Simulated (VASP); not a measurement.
Level of theory: PBEsol GGA, VASP's PBE PAW potentials (set 64) (plane waves; VASP).

VASP input:

### INCAR
```
SYSTEM = GaN
PREC = Accurate; ENCUT = 520; LREAL = .False.
LASPH = .True.
EDIFF = 1E-8; NELM = 100; ALGO = Normal
LMAXMIX = 4
ISMEAR = 0; SIGMA = 0.01
GGA = PS
IBRION = 8; NSW = 1
LWAVE = .False.; LCHARG = .False.
LEPSILON = .True.
```

### KPOINTS
```
K-points
0
Gamma
11 11 6
0 0 0
```

POSCAR:
```
GaN
1
    1.5912219442    -2.7560772156     0.0000000000
    1.5912219442     2.7560772156     0.0000000000
    0.0000000000     0.0000000000     5.1801024123
Ga N
2 2
Direct
  0.6666670000   0.3333330000   0.5000334008
  0.3333330000   0.6666670000   0.0000334008
  0.6666670000   0.3333330000   0.8769665992
  0.3333330000   0.6666670000   0.3769665992
```

POTCAR, in this order: Ga_d N (PBE.64 set). Program: vasp_std.

Output of the run:

### OUTCAR
```


 HEAD OF MICROSCOPIC STATIC DIELECTRIC TENSOR (INDEPENDENT PARTICLE, excluding Hartree and local field effects)
 ------------------------------------------------------
           5.976636     0.000000     0.000000
           0.000000     5.976635     0.000000
           0.000000     0.000000     6.150797
 ------------------------------------------------------

 MACROSCOPIC STATIC DIELECTRIC TENSOR (including local field effects in DFT)
 ------------------------------------------------------
           5.790109     0.000000     0.000000
           0.000000     5.790109     0.000000
           0.000000    -0.000000     5.979544
 ------------------------------------------------------

 PIEZOELECTRIC TENSOR (including local field effects)  for field in x, y, z        (e  Angst)
          XX          YY          ZZ          XY          YZ          ZX
  --------------------------------------------------------------------------------
  x    -0.00000    -0.00000    -0.00000    -0.00000     0.00000     1.55926
  y     0.00000     0.00000     0.00000     0.00000     1.55925     0.00000
  z     1.41673     1.41673    -2.88373     0.00000    -0.00000     0.00000

 PIEZOELECTRIC TENSOR (including local field effects)  for field in x, y, z        (C/m^2)
          XX          YY          ZZ          XY          YZ          ZX
  --------------------------------------------------------------------------------
  x    -0.00000    -0.00000    -0.00000    -0.00000     0.00000     0.54984
  y     0.00000     0.00000     0.00000     0.00000     0.54984     0.00000
  z     0.49958     0.49958    -1.01689     0.00000    -0.00000     0.00000

 BORN EFFECTIVE CHARGES (including local field effects) (in |e|, cummulative output)
 ---------------------------------------------------------------------------------
 ion    1
    1     2.60163     0.00000     0.00000
    2     0.00000     2.60163     0.00000
    3    -0.00000     0.00000     2.74218
 ion    2
    1     2.60163     0.00000    -0.00000
    2     0.00000     2.60163     0.00000
    3     0.00000     0.00000     2.74218
 ion    3
    1    -2.60163     0.00000     0.00000
    2     0.00000    -2.60163    -0.00000
    3    -0.00000    -0.00000    -2.74218
 ion    4
    1    -2.60163     0.00000     0.00000
    2     0.00000    -2.60163     0.00000
    3     0.00000     0.00000    -2.74218
```
(Selected blocks of OUTCAR.)

The dielectric response may not be converged in the k-mesh; for small gaps it tends to come out too large.

The compound is GaN in the wurtzite structure. It was relaxed first.
